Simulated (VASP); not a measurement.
Method: LDA (Ceperley-Alder, Perdew-Zunger), VASP's LDA PAW potentials (set 64) (plane waves; VASP).

Input for VASP

### KPOINTS
```
Automatic mesh
0
Gamma
10 10 10
0 0 0
```

POSCAR:
```
Rb
1
   -2.6348440587     2.6348440587     2.6348440587
    2.6348440587    -2.6348440587     2.6348440587
    2.6348440587     2.6348440587    -2.6348440587
Rb
1
Direct
  1.0000000000   1.0000000000   1.0000000000
```

### INCAR
```
LASPH  =  .TRUE.   ! aspherical one-centre terms
LCHARG  =  .FALSE.
ALGO  =  Normal   ! blocked Davidson
LWAVE  =  .FALSE.
LREAL  =  .FALSE.   ! projection in real space or not
ENCUT  =  520   ! plane-wave cut-off (eV)
ISMEAR  =  1   ! Methfessel-Paxton
EDIFF  =  1E-7   ! SCF stop (eV)
LMAXMIX  =  4   ! l cut-off of mixed one-centre charges
SYSTEM  =  Rb
ISIF  =  2   ! forces and stress, cell fixed
PREC  =  Accurate
SIGMA  =  0.1   ! width (eV)
NELM  =  100   ! most electronic steps
```

POTCAR, in this order: Rb_sv (LDA.64 set). Program: vasp_std.

The resulting files:

File OUTCAR:
```
 ion  position               nearest neighbor table
   1  0.000  0.000  0.000-
  LATTYP: Found a body centered cubic cell.
 ALAT       =     5.2696881174
 Subroutine PRICEL returns:
 Original cell was already a primitive cell.
 Subroutine GETGRP returns: Found 48 space group operations
The static configuration has the point symmetry O_h .
The dynamic configuration has the point symmetry O_h .
 Subroutine INISYM returns: Found 48 space group operations
 Subroutine IBZKPT returns following result:
 Found     47 irreducible k-points:

 Following reciprocal coordinates:
            Coordinates               Weight
  0.000000  0.000000  0.000000      1.000000
  0.100000  0.000000  0.000000     12.000000
  0.200000  0.000000  0.000000     12.000000
  0.300000  0.000000  0.000000     12.000000
  0.400000  0.000000  0.000000     12.000000
  0.500000  0.000000  0.000000      6.000000
  0.100000  0.100000  0.000000     24.000000
  0.200000  0.100000  0.000000     48.000000
  0.300000  0.100000  0.000000     48.000000
  0.400000  0.100000  0.000000     48.000000
...
```

OSZICAR:
```
       N       E                     dE             d eps       ncg     rms          rms(c)
DAV:   1     0.392802763283E+02    0.39280E+02   -0.34678E+03   752   0.835E+02
DAV:   2     0.827863160234E+00   -0.38452E+02   -0.38042E+02   840   0.136E+02
DAV:   3    -0.101074922354E+01   -0.18386E+01   -0.18340E+01  1104   0.331E+01
DAV:   4    -0.105380461633E+01   -0.43055E-01   -0.42854E-01  1184   0.384E+00
DAV:   5    -0.105402573317E+01   -0.22112E-03   -0.22107E-03  1208   0.225E-01    0.164E+00
DAV:   6    -0.105224691682E+01    0.17788E-02   -0.27467E-03  1096   0.333E-01    0.100E+00
DAV:   7    -0.105176542805E+01    0.48149E-03   -0.43752E-03   984   0.412E-01    0.626E-02
DAV:   8    -0.105176964295E+01   -0.42149E-05   -0.26600E-04  1080   0.140E-01    0.105E-02
DAV:   9    -0.105177301448E+01   -0.33715E-05   -0.70350E-06  1184   0.216E-02    0.548E-03
DAV:  10    -0.105177320201E+01   -0.18753E-06   -0.16540E-06  1112   0.838E-03    0.995E-04
DAV:  11    -0.105177321816E+01   -0.16146E-07   -0.41870E-08   744   0.161E-03
   1 F= -.10517732E+01 E0= -.10512846E+01  d E =-.146592E-02
```

### OUTCAR
```
------------------------ aborting loop because EDIFF is reached ----------------------------------------
  FORCE on cell =-STRESS in cart. coord.  units (eV):
  Direction    XX          YY          ZZ          XY          YZ          ZX
  --------------------------------------------------------------------------------------
  Total        0.1155823      0.1155823      0.1155823      0.0000000      0.0000000     -0.0000000
  in kB        2.5309122      2.5309122      2.5309122      0.0000000      0.0000000     -0.0000000
  external PRESSURE =       2.5309122 kB  Pullay stress =       0.0000000 kB
  volume of cell :       73.17
      direct lattice vectors                 reciprocal lattice vectors
    -2.634844059  2.634844059  2.634844059     0.000000000  0.189764551  0.189764551
     2.634844059 -2.634844059  2.634844059     0.189764551  0.000000000  0.189764551
     2.634844059  2.634844059 -2.634844059     0.189764551  0.189764551  0.000000000
 POSITION                                       TOTAL-FORCE (eV/Angst)
 -----------------------------------------------------------------------------------
      0.00000      0.00000      0.00000         0.000000      0.000000     -0.000000
 -----------------------------------------------------------------------------------
    total drift:                                0.000000     -0.000000      0.000000
  FREE ENERGIE OF THE ION-ELECTRON SYSTEM (eV)
  ---------------------------------------------------
  free  energy   TOTEN  =        -1.0517732182 eV

  energy  without entropy=       -1.0503072938  energy(sigma->0) =       -1.05128458
```
(Selected blocks of OUTCAR.)

The compound is Rb in the bcc structure. This cell is one point of a volume scan, at 0.94 of the reference volume.
